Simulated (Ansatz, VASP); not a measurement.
# Na3SeBr (antiperovskite type (invented)): VASP beside Ansatz, part 3 of 3

Wanted: the spread between two codes on one cell, functional and k mesh. The cell is generated by rule, not measured, and may not be a known phase. The cell is taken from a series of runs on this material, whose earlier steps may have relaxed, scaled, displaced or heated it; both programs get it as it stands.

VASP 6.6.1 and Ansatz 0.2.0.

So far: Set-up; Ansatz: zone-centre phonons, LDA; VASP: zone-centre phonons, LDA.

### 3. VASP: zone-centre phonons, LDA (continued)

Level of this step: LDA; plane waves and PAW (Br, Se, Na_pv); invented cell (VASP).

Numbers of over 12 decimals in the logs are rounded to 6 here.

OUTCAR, selected parts (step 3):

```text
ion  position               nearest neighbor table
   1  0.000  0.000  0.000-
   2  0.500  0.500  0.500-   3 2.64   4 2.64   5 2.64   3 2.64   4 2.64   5 2.64
   3  0.500  0.500  0.000-   2 2.64   2 2.64
   4  0.500  0.000  0.500-   2 2.64   2 2.64
   5  0.000  0.500  0.500-   2 2.64   2 2.64

  LATTYP: Found a simple cubic cell.
 ALAT       =     5.2822328011

 Subroutine GETGRP returns: Found 48 space group operations
 (whereof 48 operations were pure point group operations)

The static configuration has the point symmetry O_h .

 Found     20 irreducible k-points:

   k-points           NKPTS =     20   k-points in BZ     NKDIM =     20   number of bands    NBANDS=     23

   dimension x,y,z NGX =    40 NGY =   40 NGZ =   40
   dimension x,y,z NGXF=    80 NGYF=   80 NGZF=   80

   ENCUT  =  500.0 eV  36.75 Ry    6.06 a.u.   9.63  9.63  9.63*2*pi/ulx,y,z

   NELECT =      34.0000    total number of electrons

 k-points in reciprocal lattice and weights: Automatic mesh
   0.00000000  0.00000000  0.00000000       0.005
   0.16666667  0.00000000  0.00000000       0.028
   0.33333333  0.00000000  0.00000000       0.028
   0.50000000  0.00000000  0.00000000       0.014
   0.16666667  0.16666667  0.00000000       0.056
   0.33333333  0.16666667  0.00000000       0.111
   0.50000000  0.16666667  0.00000000       0.056
   0.33333333  0.33333333  0.00000000       0.056
   0.50000000  0.33333333  0.00000000       0.056
[...]
0.50000000  0.50000000  0.33333333       0.028
   0.50000000  0.50000000  0.50000000       0.005

 average (electrostatic) potential at core
       1 -70.6648       2 -62.5013       3 -47.5805       4 -47.5805       5 -47.5805

  Total        0.0276922      0.0276922      0.0276922      0.0000000      0.0000000     -0.0000000
  in kB        0.3010334      0.3010334      0.3010334      0.0000000      0.0000000     -0.0000000
  external PRESSURE =       0.3010334 kB  Pullay stress =       0.0000000 kB

  energy-cutoff  :      500.00
  volume of cell :      147.38
      direct lattice vectors                 reciprocal lattice vectors
     5.282232801  0.000000000  0.000000000     0.189313883  0.000000000  0.000000000
     0.000000000  5.282232801  0.000000000     0.000000000  0.189313883  0.000000000
     0.000000000  0.000000000  5.282232801     0.000000000  0.000000000  0.189313883

 POSITION                                       TOTAL-FORCE (eV/Angst)
 -----------------------------------------------------------------------------------
      0.00000      0.00000      0.00000         0.000000      0.000000      0.000000
      2.64112      2.64112      2.64112         0.000000      0.000000      0.000000
      2.64112      2.64112      0.00000         0.000000      0.000000      0.000000
      2.64112      0.00000      2.64112         0.000000      0.000000      0.000000
      0.00000      2.64112      2.64112         0.000000      0.000000      0.000000
[...]
2     0.00000     1.13782     0.00000
    3    -0.00000     0.00000     0.95343
 ion    5
    1     1.13782     0.00000     0.00000
    2     0.00000     0.95343     0.00000
    3    -0.00000    -0.00000     0.95343

 Eigenvectors and eigenvalues of the dynamical matrix
 ----------------------------------------------------

   1 f  =    9.419120 THz    59.182074 2PiTHz  314.188013 cm-1    38.954331 meV
             X         Y         Z           dx          dy          dz
      0.000000  0.000000  0.000000     0.000569    0.005140   -0.000000
      2.641116  2.641116  2.641116     0.048159    0.435414    0.000000
      2.641116  2.641116  0.000000     0.004209    0.038053    0.000000
      2.641116  0.000000  2.641116     0.004209   -0.891856    0.000000
      0.000000  2.641116  2.641116    -0.098644    0.038053    0.000000

   2 f  =    9.419120 THz    59.182074 2PiTHz  314.188013 cm-1    38.954331 meV
             X         Y         Z           dx          dy          dz
      0.000000  0.000000  0.000000     0.005140   -0.000569    0.000000
      2.641116  2.641116  2.641116     0.435414   -0.048159    0.000000
      2.641116  2.641116  0.000000     0.038053   -0.004209   -0.000000
      2.641116  0.000000  2.641116     0.038053    0.098644    0.000000
      0.000000  2.641116  2.641116    -0.891856   -0.004209    0.000000

   3 f  =    9.419120 THz    59.182074 2PiTHz  314.188013 cm-1    38.954331 meV
             X         Y         Z           dx          dy          dz
      0.000000  0.000000  0.000000    -0.000000    0.000000    0.005172
      2.641116  2.641116  2.641116    -0.000000    0.000000    0.438069
      2.641116  2.641116  0.000000    -0.000000    0.000000   -0.897294
      2.641116  0.000000  2.641116    -0.000000   -0.000000    0.038285
      0.000000  2.641116  2.641116     0.000000    0.000000    0.038285

   4 f  =    2.312766 THz    14.531538 2PiTHz   77.145575 cm-1     9.564828 meV
             X         Y         Z           dx          dy          dz
      0.000000  0.000000  0.000000     0.035560    0.503355   -0.073258
      2.641116  2.641116  2.641116    -0.047378   -0.670652    0.097606
      2.641116  2.641116  0.000000     0.021316    0.301738    0.043483
      2.641116  0.000000  2.641116     0.021316   -0.298770   -0.043915
      0.000000  2.641116  2.641116    -0.021107    0.301738   -0.043915

   5 f  =    2.312766 THz    14.531538 2PiTHz   77.145575 cm-1     9.564828 meV
             X         Y         Z           dx          dy          dz
      0.000000  0.000000  0.000000    -0.508622    0.034310   -0.011145
      2.641116  2.641116  2.641116     0.677669   -0.045713    0.014850
      2.641116  2.641116  0.000000    -0.304895    0.020567    0.006615
      2.641116  0.000000  2.641116    -0.304895   -0.020365   -0.006681
      0.000000  2.641116  2.641116     0.301896    0.020567   -0.006681

   6 f  =    2.312766 THz    14.531538 2PiTHz   77.145575 cm-1     9.564828 meV
             X         Y         Z           dx          dy          dz
      0.000000  0.000000  0.000000    -0.006073    0.073852    0.504486
      2.641116  2.641116  2.641116     0.008091   -0.098397   -0.672159
      2.641116  2.641116  0.000000    -0.003640    0.044271   -0.299441
      2.641116  0.000000  2.641116    -0.003640   -0.043835    0.302416
      0.000000  2.641116  2.641116     0.003605    0.044271    0.302416

   7 f  =    0.011338 THz     0.071236 2PiTHz    0.378180 cm-1     0.046888 meV
             X         Y         Z           dx          dy          dz
      0.000000  0.000000  0.000000    -0.146862   -0.511527   -0.267059
      2.641116  2.641116  2.641116    -0.145174   -0.505648   -0.263990
      2.641116  2.641116  0.000000    -0.077625   -0.270373   -0.142467
      2.641116  0.000000  2.641116    -0.077625   -0.272883   -0.141157
      0.000000  2.641116  2.641116    -0.078346   -0.270373   -0.141157

   8 f  =    0.011338 THz     0.071236 2PiTHz    0.378180 cm-1     0.046888 meV
             X         Y         Z           dx          dy          dz
      0.000000  0.000000  0.000000    -0.062504   -0.259850    0.532090
      2.641116  2.641116  2.641116    -0.061785   -0.256863    0.525975
      2.641116  2.641116  0.000000    -0.033037   -0.137346    0.283853
      2.641116  0.000000  2.641116    -0.033037   -0.138622    0.281242
      0.000000  2.641116  2.641116    -0.033344   -0.137346    0.281242

   9 f  =    0.011338 THz     0.071236 2PiTHz    0.378180 cm-1     0.046888 meV
             X         Y         Z           dx          dy          dz
      0.000000  0.000000  0.000000     0.573650   -0.159270   -0.010395
      2.641116  2.641116  2.641116     0.567056   -0.157440   -0.010276
      2.641116  2.641116  0.000000     0.303208   -0.084184   -0.005545
      2.641116  0.000000  2.641116     0.303208   -0.084965   -0.005494
      0.000000  2.641116  2.641116     0.306024   -0.084184   -0.005494

  10 f/i=    1.872519 THz    11.765384 2PiTHz   62.460510 cm-1     7.744113 meV
             X         Y         Z           dx          dy          dz
      0.000000  0.000000  0.000000     0.000000   -0.000000   -0.000000
      2.641116  2.641116  2.641116     0.000000    0.000000    0.000000
      2.641116  2.641116  0.000000     0.618590   -0.341649    0.000000
      2.641116  0.000000  2.641116    -0.618590    0.000000    0.024933
      0.000000  2.641116  2.641116     0.000000    0.341649   -0.024933

  11 f/i=    1.872519 THz    11.765384 2PiTHz   62.460510 cm-1     7.744113 meV
             X         Y         Z           dx          dy          dz
      0.000000  0.000000  0.000000    -0.000000   -0.000000   -0.000000
      2.641116  2.641116  2.641116     0.000000    0.000000   -0.000000
      2.641116  2.641116  0.000000    -0.232198   -0.380351   -0.000000
      2.641116  0.000000  2.641116     0.232198    0.000000    0.549014
      0.000000  2.641116  2.641116     0.000000    0.380351   -0.549014

  12 f/i=    1.872519 THz    11.765384 2PiTHz   62.460510 cm-1     7.744113 meV
             X         Y         Z           dx          dy          dz
      0.000000  0.000000  0.000000    -0.000000   -0.000000    0.000000
      2.641116  2.641116  2.641116    -0.000000   -0.000000    0.000000
      2.641116  2.641116  0.000000    -0.251853   -0.488476    0.000000
      2.641116  0.000000  2.641116     0.251853   -0.000000   -0.444929
      0.000000  2.641116  2.641116    -0.000000    0.488476    0.444929

  13 f/i=    2.202995 THz    13.841823 2PiTHz   73.483991 cm-1     9.110850 meV
             X         Y         Z           dx          dy          dz
      0.000000  0.000000  0.000000     0.006894    0.151283    0.602074
      2.641116  2.641116  2.641116    -0.000113   -0.002484   -0.009885
      2.641116  2.641116  0.000000    -0.006143   -0.134809   -0.047139
      2.641116  0.000000  2.641116    -0.006143   -0.011845   -0.536509
      0.000000  2.641116  2.641116    -0.000540   -0.134809   -0.536509

  14 f/i=    2.202995 THz    13.841823 2PiTHz   73.483991 cm-1     9.110850 meV
             X         Y         Z           dx          dy          dz
      0.000000  0.000000  0.000000    -0.071287   -0.597935    0.151059
      2.641116  2.641116  2.641116     0.001170    0.009817   -0.002480
      2.641116  2.641116  0.000000     0.063524    0.532821   -0.011827
      2.641116  0.000000  2.641116     0.063524    0.046815   -0.134609
      0.000000  2.641116  2.641116     0.005581    0.532821   -0.134609

  15 f/i=    2.202995 THz    13.841823 2PiTHz   73.483991 cm-1     9.110850 meV
             X         Y         Z           dx          dy          dz
      0.000000  0.000000  0.000000     0.616683   -0.070811    0.010731
      2.641116  2.641116  2.641116    -0.010125    0.001163   -0.000176
      2.641116  2.641116  0.000000    -0.549527    0.063100   -0.000840
      2.641116  0.000000  2.641116    -0.549527    0.005544   -0.009563
      0.000000  2.641116  2.641116    -0.048283    0.063100   -0.009563

 MACROSCOPIC STATIC DIELECTRIC TENSOR IONIC CONTRIBUTION
 ------------------------------------------------------
           0.355276    -0.000000    -0.000000
          -0.000000     0.355276    -0.000000
          -0.000000    -0.000000     0.355276
 ------------------------------------------------------

 ELASTIC MODULI CONTR FROM IONIC RELAXATION (kBar)
 Direction    XX          YY          ZZ          XY          YZ          ZX
 --------------------------------------------------------------------------------
 XX           0.0000      0.0000      0.0000      0.0000      0.0000      0.0000
 YY           0.0000      0.0000      0.0000      0.0000      0.0000      0.0000
 ZZ           0.0000      0.0000      0.0000      0.0000      0.0000      0.0000
 XY           0.0000      0.0000      0.0000      0.0000      0.0000      0.0000
 YZ           0.0000      0.0000      0.0000      0.0000      0.0000      0.0000
 ZX           0.0000      0.0000      0.0000      0.0000      0.0000      0.0000
 --------------------------------------------------------------------------------

 PIEZOELECTRIC TENSOR IONIC CONTR  for field in x, y, z        (C/m^2)
          XX          YY          ZZ          XY          YZ          ZX
  --------------------------------------------------------------------------------
  x     0.00000     0.00000     0.00000     0.00000     0.00000     0.00000
  y     0.00000     0.00000     0.00000     0.00000     0.00000     0.00000
  z     0.00000     0.00000     0.00000     0.00000     0.00000     0.00000
```

The dielectric response converges more slowly with the mesh than energies do, so tensor and charges may still move on a finer one. With imaginary modes the cell is no minimum, so the ionic parts of its dielectric, piezoelectric and elastic tensors have no meaning.

### 4. Side by side

Known differences besides the potentials themselves: the two LDA forms differ slightly; fixed occupations in Ansatz, narrow Gaussian smearing in VASP; VASP's response is taken on the typed mesh, Ansatz refines its own for the field response alone; the data sets hold 50 valence electrons in Ansatz (on its default PAW (the set named soft_2) files) and 34 in VASP; the cutoff is 420 eV in Ansatz and 500 eV in VASP; VASP's log shows a relativistic correction to its local exchange, Ansatz's none. Total energies have different zeros and are not compared.

Compared:

| quantity | Ansatz | VASP | difference |
| --- | --- | --- | --- |
| ε∞ xx | 3.29 | 3.29 | -0.04 % |
| ε∞ yy | 3.29 | 3.29 | -0.04 % |
| ε∞ zz | 3.29 | 3.29 | -0.04 % |
| Born charge of Br1 (mean of the diagonal) (e) | -1.44 | -1.44 | 0.00 |
| Born charge of Se2 (mean of the diagonal) (e) | -1.60 | -1.60 | 0.00 |
| Born charge of Na3 (mean of the diagonal) (e) | 1.02 | 1.01 | 0.00 |
| optical mode 1 to 3 (imaginary, printed as negative) (cm⁻¹) | -72.5 | -73.5 | +1.0 |
| optical mode 4 to 6 (imaginary, printed as negative) (cm⁻¹) | -59.6 | -62.5 | +2.8 |
| optical mode 7 to 9 (cm⁻¹) | 78.1 | 77.1 | +1.21 % |
| optical mode 10 to 12 (cm⁻¹) | 312.9 | 314.2 | -0.42 % |

Modes are paired by rising frequency, not by their patterns, so a pair may set unlike modes beside each other; they are those without the splitting of longitudinal modes.

### 5. Summary of results

| Property | Result |
| --- | --- |
| r.m.s. difference of the optical zone-centre modes, each program's sorted by frequency (zone-centre phonons, LDA) | 1.7 cm⁻¹ |
| difference in optical mode 7 to 9 (zone-centre phonons, LDA) | +1.2 % |

The r.m.s. difference of the optical zone-centre modes, each program's sorted by frequency is 1.7 cm⁻¹ (zone-centre phonons, LDA). The data sets hold unlike numbers of valence electrons (50 in Ansatz and 34 in VASP), so part of the differences comes from the potentials. Among the rows given in per cent, the largest difference of the zone-centre phonons, LDA pair is in optical mode 7 to 9, +1.2 %. How closely two codes agree says nothing of how well the functional describes the real material.

[Lines on the potential files, build, host, timing and source positions are cut from VASP's logs without a mark.]

[Logs are printed without paths, hosts, clocks, repeated set-up lines and the standing remarks that a program may print on its own settings, such as how far it seeks lower states.]

[Hosts, paths, dates, database ids (printed as entryN), source tags and the programs' standing remarks are cut or masked in the printed files.]
